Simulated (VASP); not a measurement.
Computed with vdW-DF2, VASP's PBE PAW potentials (set 64) (plane waves; VASP 6.6.1).

Input for VASP

KPOINTS:
```
Automatic mesh
0
Gamma
13 13 10
0 0 0
```

### INCAR
```
NEDOS = 601
ALGO = Normal   ! blocked Davidson
LREAL = .False.   ! projection in real space or not
LCHARG = .True.
LWAVE = .False.
ZAB_VDW = -1.8867
ENCUT = 520   ! plane-wave cut-off (eV)
AGGAC = 0.0
SYSTEM = MgB2
PREC = Accurate
ISIF = 2   ! forces and stress, cell fixed
GGA = ML
ISMEAR = -5   ! tetrahedra, Bloechl
LUSE_VDW = .True.
LORBIT = 11   ! lm-projected
LASPH = .True.
LEFG = .True.
NELM = 100   ! most electronic steps
EDIFF = 1E-7   ! SCF stop (eV)
```

File POSCAR:
```
MgB2
1
    1.5438880431    -2.6740920355     0.0000000000
    1.5438880431     2.6740920355     0.0000000000
    0.0000000000     0.0000000000     3.5156807550
Mg B
1 2
Direct
  0.0000000000   0.0000000000   0.0000000000
  0.3333330000   0.6666670000   0.5000000000
  0.6666670000   0.3333330000   0.5000000000
```

POTCAR, in this order: Mg B (PBE.64 set). Program: vasp_std.

Output of the run:

File OUTCAR:
```
 ion  position               nearest neighbor table
   1  0.000  0.000  0.000-   2 2.50   3 2.50   2 2.50   3 2.50   3 2.50   3 2.50   2 2.50   2 2.50
                             3 2.50   3 2.50   2 2.50   2 2.50
   2  0.333  0.667  0.500-   3 1.78   3 1.78   3 1.78   1 2.50   1 2.50   1 2.50   1 2.50   1 2.50
                             1 2.50
   3  0.667  0.333  0.500-   2 1.78   2 1.78   2 1.78   1 2.50   1 2.50   1 2.50   1 2.50   1 2.50
                             1 2.50
  LATTYP: Found a hexagonal cell.
 ALAT       =     3.0877756564
 C/A-ratio  =     1.1385803719
 Subroutine PRICEL returns:
 Original cell was already a primitive cell.
 Subroutine GETGRP returns: Found 24 space group operations
The static configuration has the point symmetry D_6h.
The dynamic configuration has the point symmetry D_6h.
 Subroutine INISYM returns: Found 24 space group operations
 Subroutine IBZKPT returns following result:
 Found    126 irreducible k-points:

 Following reciprocal coordinates:
            Coordinates               Weight
  0.000000  0.000000  0.000000      1.000000
  0.076923  0.000000  0.000000      6.000000
  0.153846  0.000000  0.000000      6.000000
  0.230769  0.000000  0.000000      6.000000
...
```

**OSZICAR**
```
       N       E                     dE             d eps       ncg     rms          rms(c)
DAV:   1     0.984456609918E+01    0.98446E+01   -0.38872E+03  2216   0.832E+02
DAV:   2    -0.129291375188E+02   -0.22774E+02   -0.22286E+02  2968   0.113E+02
DAV:   3    -0.132254870594E+02   -0.29635E+00   -0.29653E+00  2568   0.153E+01
DAV:   4    -0.132259139186E+02   -0.42686E-03   -0.43295E-03  3144   0.548E-01
DAV:   5    -0.132259142877E+02   -0.36913E-06   -0.38697E-06  2664   0.108E-02    0.557E+00
DAV:   6    -0.115162880529E+02    0.17096E+01   -0.28362E+00  2208   0.975E+00    0.275E+00
DAV:   7    -0.112227630585E+02    0.29352E+00   -0.18971E+00  2480   0.788E+00    0.827E-01
DAV:   8    -0.112224613864E+02    0.30167E-03   -0.14115E-01  2248   0.252E+00    0.468E-01
DAV:   9    -0.112215653581E+02    0.89603E-03   -0.27124E-02  2344   0.130E+00    0.843E-02
DAV:  10    -0.112218420085E+02   -0.27665E-03   -0.12179E-03  3112   0.254E-01    0.373E-02
DAV:  11    -0.112218378867E+02    0.41218E-05   -0.25511E-04  2320   0.169E-01    0.575E-03
DAV:  12    -0.112218360038E+02    0.18829E-05   -0.26365E-06  3112   0.175E-02    0.248E-03
DAV:  13    -0.112218294785E+02    0.65253E-05   -0.34778E-06  2320   0.195E-02    0.715E-04
DAV:  14    -0.112218272627E+02    0.22158E-05   -0.95697E-08  2576   0.243E-03    0.222E-04
DAV:  15    -0.112218265652E+02    0.69751E-06   -0.10409E-08  1264   0.910E-04    0.301E-05
DAV:  16    -0.112218265430E+02    0.22173E-07   -0.52672E-10  1144   0.230E-04
   1 F= -.11221827E+02 E0= -.11221827E+02  d E =0.000000E+00
```

### OUTCAR
```
------------------------ aborting loop because EDIFF is reached ----------------------------------------
  FORCE on cell =-STRESS in cart. coord.  units (eV):
  Direction    XX          YY          ZZ          XY          YZ          ZX
  --------------------------------------------------------------------------------------
  Total       -0.2051842     -0.2051841      0.3373670      0.0000000     -0.0000000      0.0000000
  in kB      -11.3246024    -11.3245982     18.6200811      0.0000000     -0.0000000      0.0000000
  external PRESSURE =      -1.3430398 kB  Pullay stress =       0.0000000 kB
  volume of cell :       29.03
      direct lattice vectors                 reciprocal lattice vectors
     1.543888043 -2.674092036  0.000000000     0.323857680 -0.186979354  0.000000000
     1.543888043  2.674092036  0.000000000     0.323857680  0.186979354  0.000000000
     0.000000000  0.000000000  3.515680755     0.000000000  0.000000000  0.284439933
 POSITION                                       TOTAL-FORCE (eV/Angst)
 -----------------------------------------------------------------------------------
      0.00000      0.00000      0.00000         0.000000      0.000000      0.000000
      1.54389      0.89137      1.75784         0.000000     -0.000000      0.000000
      1.54389     -0.89137      1.75784         0.000000      0.000000      0.000000
 -----------------------------------------------------------------------------------
    total drift:                                0.000000     -0.000000      0.000000
  FREE ENERGIE OF THE ION-ELECTRON SYSTEM (eV)
  ---------------------------------------------------
  free  energy   TOTEN  =       -11.2218265430 eV

  energy  without entropy=      -11.2218265430  energy(sigma->0) =      -11.22182654

 total charge

# of ion       s       p       d       tot
------------------------------------------
    1        0.159   0.173   0.057   0.389
    2        0.690   1.261   0.000   1.950
    3        0.690   1.261   0.000   1.950
--------------------------------------------------
tot          1.538   2.694   0.057   4.290

 Electric field gradients after diagonalization (V/A^2)
 (convention: |V_zz| > |V_xx| > |V_yy|)
----------------------------------------------------------------------
 ion       V_xx      V_yy      V_zz     asymmetry (V_yy - V_xx)/ V_zz
----------------------------------------------------------------------
   1      -0.162    -0.162     0.324       0.000
   2     -10.794   -10.794    21.588       0.000
   3     -10.794   -10.794    21.588       0.000
```
(Selected blocks of OUTCAR.)

For a metal the tetrahedron method with Blöchl corrections gives inexact stress and forces.

The compound is MgB2 in the AlB2 type structure. It was relaxed first.
